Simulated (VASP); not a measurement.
Here is the system:

```xyz
2
Lattice="0.0000 1.7943 1.7943 1.7943 0.0000 1.7943 1.7943 1.7943 0.0000" Properties=species:S:1:pos:R:3 pbc="T T T"
C      0.0000     0.0000     0.0000
C      0.8971     0.8971     0.8971
```

Method: AM05 GGA, VASP's PBE PAW potentials (set 64) (plane waves; VASP). Settings: 520 eV cut-off, 13×13×13 Γ-centred mesh, Gaussian smearing of 0.050 eV, potentials C.

Q: Estimate the energy per atom (σ→0), pressure.

A: 
```
Quantity                       Result
---------------------  --------------
energy per atom (σ→0)  -9.456 eV/atom
pressure                  -126.6 kbar
```

The absolute energy has meaning only against runs of the same code, potentials and settings.

The compound is C in the diamond structure. This cell is one point of a volume scan, at 1.03 of the reference volume.
